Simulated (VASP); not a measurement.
Here is the system:

```
CELL_PARAMETERS angstrom
      1.80000    -3.11769     0.00000
      1.80000     3.11769     0.00000
      0.00000     0.00000     5.69000
ATOMIC_POSITIONS crystal
  Tb 0.33333 0.66667 0.25000
  Tb 0.66667 0.33333 0.75000
```

Computed with PBE GGA with D3 dispersion (Becke-Johnson damping), VASP's PBE PAW potentials (set 64) (plane waves; VASP 6.6.1). Run with 520 eV cut-off, 11×11×6 Γ-centred mesh, first-order Methfessel-Paxton smearing of 0.10 eV, potentials Tb_3.

The 4f electrons are frozen in the core of the lanthanide potential, so 4f levels, which can set the real gap, and their magnetism are missing. Energy and stress use the plane-wave basis of the starting cell.

Question: The ions, cell shape and volume are relaxed. What does this cell relax into?

Answer: 
```
CELL_PARAMETERS angstrom
      1.78860    -3.09795     0.00000
      1.78860     3.09795     0.00000
      0.00000     0.00000     5.58884
ATOMIC_POSITIONS crystal
  Tb 0.33333 0.66667 0.25000
  Tb 0.66667 0.33333 0.75000
```
Space group P6_3/mmc (194), at a tolerance of 0.03 Å.

Question: How do energy and volume change from the first to the last step?

Answer: The energy (σ→0) changes by -4.5 meV/atom and the volume by -3.0 %, in 6 ionic steps.

```csv
step,E(σ→0) (eV),max force (eV/Å),pressure (GPa),volume (Å³)
1,-9.8262,0.000,-1.29,63.86
2,-9.8348,0.000,0.26,61.51
3,-9.8351,0.000,0.04,61.82
4,-9.8351,0.000,0.01,61.86
5,-9.8352,0.000,0.00,61.89
6,-9.8353,0.000,-0.02,61.94
```

The compound is Tb in the hcp structure. This run relaxes it. Symmetry was kept, so distortions that lower it aren't found.
